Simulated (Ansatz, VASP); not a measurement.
**One calculation of HfMg6Mn, two programs**

Contents of INCAR:

```
SYSTEM = HfMg6Mn
PREC = Accurate
ENCUT = 520
EDIFF = 1E-7
ISMEAR = -1
SIGMA = 0.05
LREAL = .False.
LASPH = .True.
NELM = 100
ALGO = Normal
ISIF = 2
LWAVE = .False.
LCHARG = .False.
ISPIN = 2
MAGMOM = 0 4 0 0 0 0 0 0
LORBIT = 11
LMAXMIX = 4
GGA = PE
NBANDS = 32
```

Contents of KPOINTS:

```
regular mesh
0
Gamma
  6 5 5
  0 0 0
```

Contents of POSCAR:

```
HfMg6Mn
1.0
    4.8752719739      0.0000000000      0.0000000000
    0.0000000000      3.0648588660      5.5220348221
    0.0000000000     -3.0648588660      5.5220348221
Hf Mn Mg
1 1 6
Direct
    0.5000000000      0.6872160000      0.6872160000
    0.0000000000      0.8109820000      0.8109820000
    0.5000000000      0.1665020000      0.1665020000
    0.5000000000      0.1656770000      0.6804830000
    0.5000000000      0.6804830000      0.1656770000
    0.0000000000      0.3288610000      0.3288610000
    0.0000000000      0.3365040000      0.8237760000
    0.0000000000      0.8237760000      0.3365040000
```

input.yaml

```yaml
crystal:
  lattice:
    - [4.8752719739, 0.0, 0.0]
    - [0.0, 3.064858866, 5.5220348221]
    - [0.0, -3.064858866, 5.5220348221]
  atoms:
    - { symbol: Hf, position: [0.5, 0.687216, 0.687216] }
    - { symbol: Mn, position: [0.0, 0.810982, 0.810982], spin: 4.0 }
    - { symbol: Mg, position: [0.5, 0.166502, 0.166502] }
    - { symbol: Mg, position: [0.5, 0.165677, 0.680483] }
    - { symbol: Mg, position: [0.5, 0.680483, 0.165677] }
    - { symbol: Mg, position: [0.0, 0.328861, 0.328861] }
    - { symbol: Mg, position: [0.0, 0.336504, 0.823776] }
    - { symbol: Mg, position: [0.0, 0.823776, 0.336504] }
hamiltonian:
  xc: pbe
  pseudopotentials: { kind: paw }
magnetization:
  spin_polarized: true
kpoints:
  mp_grid: { grid: [6, 5, 5] }
scf:
  occupations: { method: fermi_dirac, width: 0.05 }
output:
  forces: true
  stress: true
  eigenvalues: true
```

Change from the starting cell: volume scaled by 0.98.

Alike in both runs: task single point; functional PBE; k mesh 6 × 5 × 5; occupations fermi-dirac, width 0.05 eV; collinear spin, ferromagnetic start.

```csv
,VASP,Ansatz
version,VASP 6.6.1,Ansatz 0.2.0
potentials or method,"VASP PAW PBE potentials, release 64 (Hf_pv, Mn_pv, Mg)",Ansatz PAW
plane-wave cutoff (eV),520,420
valence electrons in the cell,35,101
```

VASP gave:

* gap on the k mesh at the Fermi level (eV): none
* pressure (GPa): 1.1
* largest component of the traceless stress (GPa): 0.22
* rms of the force components (eV/Å): 0.033
* net moment per atom (μB): 0.35
* size of the moment on the site where the two differ most (μB): 0.35

**Question.** What did Ansatz give for the same quantities?

**Answer.** gap on the k mesh at the Fermi level (eV): none; pressure (GPa): 1.2; largest component of the traceless stress (GPa): 0.21; rms of the force components (eV/Å): 0.032; net moment per atom (μB): 0.35; size of the moment on the site where the two differ most (μB): 0.28.

Site moments also hang on the region over which each program counts them. Atom by atom the forces differ by 0.002 eV/Å (rms over components). A gap of «none» marks a metal or a gap that the smearing closes. The two sets of potentials don't hold the same shells in valence.

The runs have no spin-orbit coupling, so splittings on Hf are missing.
